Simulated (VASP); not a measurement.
# Ba3Y (P6_3/mmc) in VASP: reference runs

Reference runs on Ba3Y: the cell as given and a disturbed copy.

Everything below comes from runs of VASP 6.6.1. Logs are shortened: lines on timing, memory, paths and dates and some standing lists are left out, and cuts for length are marked.

**1. The structure**

Symmetry: P6_3/mmc, No. 194, hexagonal system. Conventional cell: a = 8.444 Å, b = 8.444 Å, c = 6.736 Å, α = 90.00°, β = 90.00°, γ = 120.00°. Around Ba (site symmetry mm2) lie 8 Ba at 4.08 to 4.36 Å and 4 Y at 4.11 to 4.22 Å. Y (site symmetry -6m2) has 12 Ba at 4.11 to 4.22 Å as nearest neighbours.

The cell comes from a database or a generator and needn't be the stable form of this composition.

**2. Single point, PBE**

Contents of INCAR:

```
SYSTEM = Ba3Y
PREC     = Accurate       ! precision mode
ENCUT    = 520            ! plane-wave cutoff, eV
EDIFF    = 1E-7           ! SCF threshold, eV
ISMEAR   = -1             ! smearing method
SIGMA    = 0.05           ! smearing width, eV
LREAL    = .FALSE.        ! projectors in reciprocal space
LASPH    = .TRUE.         ! aspherical terms in the spheres
NELM     = 60             ! most SCF steps
ALGO     = Normal         ! electronic algorithm
ISIF     = 2              ! what is computed and relaxed
LWAVE    = .FALSE.        ! write WAVECAR
LCHARG   = .FALSE.        ! write CHGCAR
GGA      = PE             ! functional
NBANDS   = 51             ! bands
```

Contents of KPOINTS:

```
Automatic mesh
0
G
  4 4 4
  0 0 0
```

Contents of POSCAR:

```
Ba3Y
1.0
    8.4442178688      0.0000000000      0.0000000000
   -4.2221089344      7.3129071894      0.0000000000
    0.0000000000      0.0000000000      6.7361720000
Ba Y
6 2
Direct
    0.1721140050      0.3442280100      0.2500000000
    0.1721140050      0.8278859950      0.2500000000
    0.6557719900      0.8278859950      0.2500000000
    0.8278859950      0.6557719900      0.7500000000
    0.8278859950      0.1721140050      0.7500000000
    0.3442280100      0.1721140050      0.7500000000
    0.3333333333      0.6666666667      0.7500000000
    0.6666666667      0.3333333333      0.2500000000
```

Potentials or basis: VASP PAW PBE potentials, release 64 (Ba_sv, Y_sv).

Command:

```
> cat potpaw_PBE.64/Ba_sv/POTCAR potpaw_PBE.64/Y_sv/POTCAR > POTCAR
> mpirun -np 1 vasp_std > vasp.out
```

OUTCAR:

```text
SYSTEM = Ba3Y
   PREC = Accurate
   ENCUT = 520
   EDIFF = 1E-7
   ISMEAR = -1
   LREAL = .FALSE.
   LASPH = .TRUE.
   NELM = 60
   ISIF = 2
   GGA = PE

 ion  position               nearest neighbor table
   1  0.172  0.344  0.250-   2 4.08   3 4.08   7 4.11   7 4.11   5 4.20   5 4.20   6 4.20   6 4.20
                             8 4.22   8 4.22   2 4.36   3 4.36
   2  0.172  0.828  0.250-   1 4.08   3 4.08   7 4.11   7 4.11   6 4.20   6 4.20   4 4.20   4 4.20
                             8 4.22   8 4.22   1 4.36   3 4.36
   3  0.656  0.828  0.250-   1 4.08   2 4.08   7 4.11   7 4.11   5 4.20   5 4.20   4 4.20   4 4.20
                             8 4.22   8 4.22   1 4.36   2 4.36
   4  0.828  0.656  0.750-   5 4.08   6 4.08   8 4.11   8 4.11   2 4.20   2 4.20   3 4.20   3 4.20
                             7 4.22   7 4.22   5 4.36   6 4.36
   5  0.828  0.172  0.750-   4 4.08   6 4.08   8 4.11   8 4.11   3 4.20   3 4.20   1 4.20   1 4.20
                             7 4.22   7 4.22   4 4.36   6 4.36
   6  0.344  0.172  0.750-   4 4.08   5 4.08   8 4.11   8 4.11   2 4.20   2 4.20   1 4.20   1 4.20
                             7 4.22   7 4.22   4 4.36   5 4.36
   7  0.333  0.667  0.750-   2 4.11   2 4.11   1 4.11   1 4.11   3 4.11   3 4.11   6 4.22   4 4.22
                             5 4.22   5 4.22   6 4.22   4 4.22
   8  0.667  0.333  0.250-   5 4.11   5 4.11   4 4.11   4 4.11   6 4.11   6 4.11   3 4.22   1 4.22
                             2 4.22   2 4.22   3 4.22   1 4.22

  LATTYP: Found a hexagonal cell.
 ALAT       =     8.4442178688
 C/A-ratio  =     0.7977259830

  Lattice vectors:

 A1 = (   8.4442178688,   0.0000000000,   0.0000000000)
 A2 = (  -4.2221089344,   7.3129071894,   0.0000000000)
 A3 = (   0.0000000000,   0.0000000000,   6.7361720000)

Analysis of symmetry for initial positions (statically):
=====================================================================
 Subroutine PRICEL returns:
 Original cell was already a primitive cell.

 Routine SETGRP: Setting up the symmetry group for a
 hexagonal supercell.

 Subroutine GETGRP returns: Found 24 space group operations
 (whereof 12 operations were pure point group operations)
 out of a pool of 24 trial point group operations.

The static configuration has the point symmetry D_3d.
 The point group associated with its full space group is D_6h.

Analysis of symmetry for dynamics (positions and initial velocities):
=====================================================================
 Subroutine PRICEL returns:
 Original cell was already a primitive cell.

 Routine SETGRP: Setting up the symmetry group for a
 hexagonal supercell.

 Subroutine GETGRP returns: Found 24 space group operations
 (whereof 12 operations were pure point group operations)
 out of a pool of 24 trial point group operations.

The dynamic configuration has the point symmetry D_3d.
 The point group associated with its full space group is D_6h.

 Subroutine INISYM returns: Found 24 space group operations
 (whereof 12 operations are pure point group operations),
 and found     1 'primitive' translations

----------------------------------------------------------------------------------------

                                     Primitive cell

  volume of cell :     415.9706

  direct lattice vectors                    reciprocal lattice vectors
     8.444217869  0.000000000  0.000000000     0.118424230  0.068372261  0.000000000
    -4.222108934  7.312907189  0.000000000     0.000000000  0.136744522  0.000000000
     0.000000000  0.000000000  6.736172000     0.000000000  0.000000000  0.148452266

  length of vectors
     8.444217869  8.444217869  6.736172000     0.136744522  0.136744522  0.148452266

  position of ions in fractional coordinates (direct lattice)
     0.172114005  0.344228010  0.250000000
     0.172114005  0.827885995  0.250000000
     0.655771990  0.827885995  0.250000000
     0.827885995  0.655771990  0.750000000
     0.827885995  0.172114005  0.750000000
     0.344228010  0.172114005  0.750000000
     0.333333333  0.666666667  0.750000000
     0.666666667  0.333333333  0.250000000

  ion indices of the primitive-cell ions
   primitive index   ion index
                 1           1
                 2           2
                 3           3
                 4           4
                 5           5
                 6           6
                 7           7
                 8           8

----------------------------------------------------------------------------------------

 KPOINTS: Automatic mesh

Automatic generation of k-mesh.
 Grid dimensions read from file:
 generate k-points for:    4    4    4

 Generating k-lattice:

  Cartesian coordinates                     Fractional coordinates (reciprocal lattice)
     0.029606058  0.017093065  0.000000000     0.250000000  0.000000000  0.000000000
     0.000000000  0.034186131  0.000000000     0.000000000  0.250000000  0.000000000
     0.000000000  0.000000000  0.037113067     0.000000000  0.000000000  0.250000000

  Length of vectors
     0.034186131  0.034186131  0.037113067

  Shift w.r.t. Gamma in fractional coordinates (k-lattice)
     0.000000000  0.000000000  0.000000000

 Subroutine IBZKPT returns following result:
 ===========================================

 Found     12 irreducible k-points:

 Following reciprocal coordinates:
            Coordinates               Weight
  0.000000  0.000000  0.000000      1.000000
  0.250000  0.000000  0.000000      6.000000
  0.500000  0.000000  0.000000      3.000000
  0.250000  0.250000  0.000000      6.000000
  0.000000  0.000000  0.250000      2.000000
  0.250000  0.000000  0.250000     12.000000
  0.500000  0.000000  0.250000      6.000000
  0.250000  0.250000  0.250000     12.000000
  0.000000  0.000000  0.500000      1.000000
  0.250000  0.000000  0.500000      6.000000
  0.500000  0.000000  0.500000      3.000000
  0.250000  0.250000  0.500000      6.000000
   k-points           NKPTS =     12   k-points in BZ     NKDIM =     12   number of bands    NBANDS=     51
   number of dos      NEDOS =    301   number of ions     NIONS =      8
   total plane-waves  NPLWV = 204800
   dimension x,y,z NGX =    64 NGY =   64 NGZ =   50
   dimension x,y,z NGXF=   128 NGYF=  128 NGZF=  100
   ions per type =               6   2
   NGX,Y,Z   is equivalent  to a cutoff of  12.60, 12.60, 12.34 a.u.
   NGXF,Y,Z  is equivalent  to a cutoff of  25.20, 25.20, 24.68 a.u.
 SYSTEM =  Ba3Y
   PREC   = accura    normal or accurate (medium, high low for compatibility)
   ISTART =      0    job   : 0-new  1-cont  2-samecut
   ICHARG =      2    charge: 1-file 2-atom 10-const
   ISPIN  =      1    spin polarized calculation?
   LNONCOLLINEAR =      F non collinear calculations
   LSORBIT =      F    spin-orbit coupling
   LASPH  =      T    aspherical Exc in radial PAW
   ENCUT  =  520.0 eV  38.22 Ry    6.18 a.u.  15.70 15.70 12.52*2*pi/ulx,y,z
   NELM   =     60;   NELMIN=  2; NELMDL= -5     # of ELM steps
   EDIFF  = 0.1E-06   stopping-criterion for ELM
   LREAL  =      F    real-space projection
   EDIFFG = 0.1E-05   stopping-criterion for IOM
   NSW    =      0    number of steps for IOM
   IBRION =     -1    ionic relax: 0-MD 1-quasi-New 2-CG
   NFREE  =      0    steps in history (QN), initial steepest desc. (CG)
   ISIF   =      2    stress and relaxation
   ISYM   =      2    0-nonsym 1-usesym 2-fastsym
   POTIM  = 0.5000    time-step for ionic-motion
   TEBEG  =    0.0;   TEEND  =   0.0 temperature during run
   PSTRESS=    0.0 pullay stress
   NELECT =      82.0000    total number of electrons
   NUPDOWN=      -1.0000    fix difference up-down
   EMIN   =  10.00;   EMAX   =-10.00  energy-range for DOS
   EFERMI =   0.00;   METHOD = LEGACY
   ISMEAR =    -1;   SIGMA  =   0.05  broadening in eV -4-tet -1-fermi 0-gaus
   EFERMI_NEDOS =   21; number of points for ismear=-14 and -15
   IALGO  =     38    algorithm
   IMIX   =      4    mixing-type and parameters
     AMIX     =   0.40;   BMIX     =  1.00
     AMIX_MAG =   1.60;   BMIX_MAG =  1.00
  volume/ion in A,a.u.               =      52.00       350.89
  Fermi-wavevector in a.u.,A,eV,Ry     =   0.952778  1.800490 12.351187  0.907787
  Thomas-Fermi vector in A             =   2.081373
   LORBIT       =      0    0 simple, 1 ext, 2 COOP (PROOUT), +10 PAW based schemes
   GGA     = PE    functional components
   LHFCALC =     F    Hartree Fock is set to
   AEXX    =    0.0000 exact exchange contribution
   IVDW    =     0    specifies the selected vdW correction
   LEPSILON=     F    determine dielectric tensor
   LRPA    =     F    only Hartree local field effects (RPA)
 non-spin polarized calculation
  energy-cutoff  :      520.00
  volume of cell :      415.97
 maximum number of plane-waves:     11229
 NGX is ok and might be reduce to    64
   NGX = 31   NGY = 31   NGZ = 25

 number of electron      81.9999991 magnetization

 Free energy of the ion-electron system (eV)
  ---------------------------------------------------
  ext. energy  EPLUGINS =         0.00000000
  ---------------------------------------------------
  free energy    TOTEN  =       -22.61978099 eV

  energy without entropy =      -22.48122465  energy(sigma->0) =      -22.55050282

 E-fermi :   2.0616     XC(G=0):  -7.9777

 val. band max:        2.0498302657   @ k =   0.2500   0.2500   0.2500
 cond. band min:       2.0805879885   @ k =   0.0000   0.0000   0.2500
 fundamental gap:      0.0307577228
 Fermi energy:         2.0615977941

 k-point     1 :       0.0000    0.0000    0.0000
  band No.  band energies     occupation
      1     -41.8052      2.00000
      2     -41.8052      2.00000
      3     -26.4369      2.00000
      4     -26.3785      2.00000
      5     -26.3772      2.00000
      6     -26.3772      2.00000
[... 43 lines left out ...]
     50       3.4169      0.00000
     51       3.4721      0.00000

 k-point     2 :       0.2500    0.0000    0.0000
  band No.  band energies     occupation
      1     -41.8052      2.00000
      2     -41.8052      2.00000
      3     -26.4292      2.00000
      4     -26.3877      2.00000
      5     -26.3774      2.00000
      6     -26.3758      2.00000
[... 43 lines left out ...]
     50       3.1319      0.00000
     51       3.1461      0.00000

 k-point     3 :       0.5000    0.0000    0.0000
  band No.  band energies     occupation
      1     -41.8052      2.00000
      2     -41.8052      2.00000
      3     -26.4124      2.00000
      4     -26.4065      2.00000
      5     -26.3776      2.00000
      6     -26.3731      2.00000
[... 43 lines left out ...]
     50       3.0632      0.00000
     51       3.1444      0.00000
[... 379 lines left out ...]
 k-point    11 :       0.5000    0.0000    0.5000
  band No.  band energies     occupation
      1     -41.8052      2.00000
      2     -41.8052      2.00000
      3     -26.3964      2.00000
      4     -26.3964      2.00000
      5     -26.3748      2.00000
      6     -26.3748      2.00000
[... 43 lines left out ...]
     50       2.9186      0.00000
     51       2.9697      0.00000

 k-point    12 :       0.2500    0.2500    0.5000
  band No.  band energies     occupation
      1     -41.8052      2.00000
      2     -41.8052      2.00000
      3     -26.3964      2.00000
      4     -26.3964      2.00000
      5     -26.3748      2.00000
      6     -26.3748      2.00000
[... 43 lines left out ...]
     50       2.7574      0.00000
     51       3.1814      0.00000

------------------------ aborting loop because EDIFF is reached ----------------------------------------

  FORCE on cell =-STRESS in cart. coord.  units (eV):
  Direction    XX          YY          ZZ          XY          YZ          ZX
  --------------------------------------------------------------------------------------
  -------------------------------------------------------------------------------------
  Total       -0.2401007     -0.2401007      0.4864370      0.0000000      0.0000000      0.0000000
  in kB       -0.9247862     -0.9247862      1.8735897      0.0000000      0.0000000      0.0000000
  external PRESSURE =       0.0080058 kB  Pullay stress =       0.0000000 kB

 VOLUME and BASIS-vectors are now :
 -----------------------------------------------------------------------------
  energy-cutoff  :      520.00
  volume of cell :      415.97
      direct lattice vectors                 reciprocal lattice vectors
     8.444217869  0.000000000  0.000000000     0.118424230  0.068372261  0.000000000
    -4.222108934  7.312907189  0.000000000     0.000000000  0.136744522  0.000000000
     0.000000000  0.000000000  6.736172000     0.000000000  0.000000000  0.148452266

 POSITION                                       TOTAL-FORCE (eV/Angst)
 -----------------------------------------------------------------------------------
     -0.00000      2.51731      1.68404         0.000000     -0.006509     -0.000000
     -2.04206      6.05425      1.68404        -0.005637      0.003254      0.000000
      2.04206      6.05425      1.68404         0.005637      0.003254      0.000000
      4.22211      4.79560      5.05213         0.000000      0.006509      0.000000
      6.26417      1.25865      5.05213         0.005637     -0.003254     -0.000000
      2.18005      1.25865      5.05213        -0.005637     -0.003254     -0.000000
     -0.00000      4.87527      5.05213         0.000000      0.000000     -0.000000
      4.22211      2.43764      1.68404         0.000000      0.000000     -0.000000
 -----------------------------------------------------------------------------------
    total drift:                               -0.000000      0.000000     -0.000000

  FREE ENERGIE OF THE ION-ELECTRON SYSTEM (eV)
  ---------------------------------------------------
  free  energy   TOTEN  =       -22.6197809922 eV

  energy  without entropy=      -22.4812246487  energy(sigma->0) =      -22.55050282
```

Wall time 4.8 min (1 thread of Intel Xeon Platinum 8488C (Sapphire Rapids), shared host); peak memory 0.59 GiB.

What came out:

```yaml
Free_energy: -22.6198 eV
Pressure: 0.0 GPa
Largest_force: 0.007 eV/Å
Band_gap_on_the_k_mesh: none (metal or under the smearing width)
```

Forces in eV/Å, atoms in the order of the input:
```
Ba   0.000 -0.007  0.000
Ba  -0.006  0.003  0.000
Ba   0.006  0.003  0.000
Ba   0.000  0.007  0.000
Ba   0.006 -0.003  0.000
Ba  -0.006 -0.003  0.000
Y    0.000  0.000  0.000
Y    0.000  0.000  0.000
```

Levels at points of the mesh, in eV from the Fermi level:
| k point | band 36 | band 37 | band 38 | band 39 | band 40 | band 41 | band 42 | band 43 | band 44 | band 45 |
| --- | --- | --- | --- | --- | --- | --- | --- | --- | --- | --- |
| (0.00, 0.00, 0.00) | -0.76 | -0.73 | -0.73 | -0.57 | -0.57 | -0.49 | -0.31 | -0.31 | 0.39 | 0.39 |
| (0.50, 0.00, 0.00) | -0.69 | -0.42 | -0.24 | -0.24 | -0.21 | 0.02 | 0.07 | 0.10 | 0.10 | 0.13 |
| (0.00, 0.00, 0.50) | -1.22 | -0.81 | -0.81 | -0.81 | -0.81 | 0.26 | 0.26 | 0.32 | 0.32 | 0.32 |
| (0.50, 0.00, 0.50) | -1.15 | -0.53 | -0.53 | -0.43 | -0.43 | 0.30 | 0.30 | 0.38 | 0.38 | 0.52 |

**3. Single point, PBE (atoms moved at random, drawn with an rms of 0.05 Å)**

Contents of INCAR:

```
PREC = Accurate
ENCUT = 520
EDIFF = 1E-7
ISMEAR = -1
SIGMA = 0.05
LREAL = False
LASPH = True
NELM = 80
ALGO = Normal
ISIF = 2
LWAVE = False
LCHARG = False
GGA = PE
NBANDS = 51
```

Contents of KPOINTS:

```
Automatic mesh
0
Gamma
  4 4 4
```

Contents of POSCAR:

```
Ba3Y
1.0
    8.4442178688      0.0000000000      0.0000000000
   -4.2221089344      7.3129071894      0.0000000000
    0.0000000000      0.0000000000      6.7361720000
Ba Y
6 2
Direct
    0.1730610000      0.3425310000      0.2406880000
    0.1685650000      0.8280800000      0.2559680000
    0.6585870000      0.8347390000      0.2506460000
    0.8234130000      0.6570830000      0.7547110000
    0.8260120000      0.1722490000      0.7507950000
    0.3537720000      0.1697960000      0.7386150000
    0.3347520000      0.6667430000      0.7541860000
    0.6701200000      0.3452560000      0.2514700000
```

Potentials or basis: VASP PAW PBE potentials, release 64 (Ba_sv, Y_sv).

Command:

```
> cat potpaw_PBE.64/Ba_sv/POTCAR potpaw_PBE.64/Y_sv/POTCAR > POTCAR
> mpirun -np 1 vasp_std > vasp.out
```

Wall time 14 min (1 thread of Intel Xeon Platinum 8488C (Sapphire Rapids), shared host); peak memory 0.89 GiB.

Results (log left out):

```yaml
Free_energy: -22.5914 eV
Pressure: 0.0 GPa
Largest_force: 0.231 eV/Å
Band_gap_on_the_k_mesh: none (metal or under the smearing width)
```

Forces on the atoms (eV/Å):
```
Ba   0.010  0.060  0.086
Ba   0.070  0.004 -0.085
Ba  -0.084 -0.020  0.036
Ba   0.062  0.058 -0.020
Ba   0.115  0.058 -0.038
Ba  -0.186 -0.002  0.136
Y   -0.020 -0.051 -0.064
Y    0.032 -0.108 -0.050
```

Stress tensor (GPa, compression positive):
```
-0.10  0.05  0.02
 0.05 -0.05  0.03
 0.02  0.03  0.18
```

Levels at points of the mesh, in eV from the Fermi level:
```
           k point  band 36  band 37  band 38  band 39  band 40  band 41  band 42  band 43  band 44  band 45
(0.00, 0.00, 0.00)    -0.76    -0.73    -0.72    -0.58    -0.57    -0.49    -0.33    -0.29     0.39     0.39
(0.50, 0.00, 0.00)    -0.69    -0.41    -0.25    -0.23    -0.21     0.01     0.07     0.08     0.10     0.16
(0.00, 0.50, 0.00)    -0.68    -0.41    -0.25    -0.23    -0.20     0.01     0.07     0.09     0.13     0.15
(0.50, 0.50, 0.00)    -0.69    -0.42    -0.25    -0.23    -0.19     0.01     0.06     0.08     0.11     0.14
(0.00, 0.00, 0.50)    -1.21    -0.83    -0.82    -0.80    -0.80     0.23     0.27     0.31     0.31     0.34
(0.50, 0.00, 0.50)    -1.14    -0.54    -0.52    -0.42    -0.41     0.27     0.32     0.36     0.41     0.50
(0.00, 0.50, 0.50)    -1.13    -0.56    -0.53    -0.43    -0.42     0.28     0.33     0.36     0.40     0.49
(0.50, 0.50, 0.50)    -1.14    -0.53    -0.52    -0.43    -0.42     0.29     0.30     0.36     0.38     0.50
```

Spin-orbit coupling is left out, which matters for the levels of Ba.
